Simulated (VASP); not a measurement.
The system is W.

```
W
1.0
    -1.57500    1.57500    1.57500
     1.57500   -1.57500    1.57500
     1.57500    1.57500   -1.57500
W
1
Direct
  0.00000 0.00000 0.00000
```

The cell was built by a generator and needn't be a form met in nature.

- Program: VASP 6.6.1
- Task: relaxation of cell and atoms
- Functional: PBE
- Potentials or basis: VASP PAW PBE potentials, release 64 (W_sv)
- Cutoff: 700 eV
- k mesh: 18 × 18 × 18
- Occupations: methfessel-paxton, width 0.1 eV
- Spin: no spin polarisation

At the start: pressure 11.1 GPa; volume 15.63 Å³/atom.

Problem. How do energy, volume and symmetry change on relaxing?

Solution. Over 4 steps the energy falls by 17.9 meV/atom and the volume is 16.16 Å³/atom (+3.4 %); space group Im-3m (No. 229, to 0.05 Å).

The path:
```
step  energy change (eV)  largest force (eV/Å)  pressure (GPa)  volume (Å³)
   1              0.0000                0.0000           11.08        15.63
   2              0.1806                0.0000          -27.98        18.20
   3             -0.0178                0.0000           -0.53        16.19
   4             -0.0179                0.0000           -0.05        16.16
```

Final structure:
```xyz
1
Lattice="-1.5928 1.5928 1.5928 1.5928 -1.5928 1.5928 1.5928 1.5928 -1.5928" Properties=species:S:1:pos:R:3 pbc="T T T"
W     0.0000    0.0000    0.0000
```
